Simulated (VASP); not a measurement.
OSZICAR of a VASP run on Ca (fcc):

OSZICAR:
```
       N       E                     dE             d eps       ncg     rms          rms(c)
DAV:   1     0.630769788664E+02    0.63077E+02   -0.51102E+03  1008   0.101E+03
DAV:   2    -0.565240925916E+00   -0.63642E+02   -0.63361E+02  1049   0.229E+02
DAV:   3    -0.188211483272E+01   -0.13169E+01   -0.13045E+01  1532   0.346E+01
DAV:   4    -0.193830071585E+01   -0.56186E-01   -0.56154E-01  1491   0.537E+00
DAV:   5    -0.194026631678E+01   -0.19656E-02   -0.19651E-02  1640   0.582E-01    0.220E+00
DAV:   6    -0.193246657003E+01    0.77997E-02   -0.12639E-02  1266   0.140E+00    0.134E+00
DAV:   7    -0.193028906566E+01    0.21775E-02   -0.17400E-02  1264   0.182E+00    0.102E-01
DAV:   8    -0.192985129299E+01    0.43777E-03   -0.21609E-03  1220   0.493E-01    0.209E-02
DAV:   9    -0.192986331838E+01   -0.12025E-04   -0.11090E-04  1549   0.854E-02    0.481E-03
DAV:  10    -0.192986360306E+01   -0.28468E-06   -0.83671E-06  1397   0.316E-02    0.932E-04
DAV:  11    -0.192986306173E+01    0.54133E-06   -0.31128E-07  1523   0.598E-03    0.356E-04
DAV:  12    -0.192986300187E+01    0.59859E-07   -0.22349E-08   719   0.122E-03
   1 F= -.19298630E+01 E0= -.19296689E+01  d E =-.582255E-03
```

Which electronic solver shows in the log?

It is blocked Davidson (ALGO = Normal, or the opening steps of other solvers). The INCAR had ALGO = Normal.

Can the final energy be trusted as converged?

The run converged. It stopped with EDIFF = 1E-7, NELM = 100 (PBE GGA, plane waves, VASP's PBE PAW potentials (set 64)).

The compound is Ca in the fcc structure. It was relaxed first.
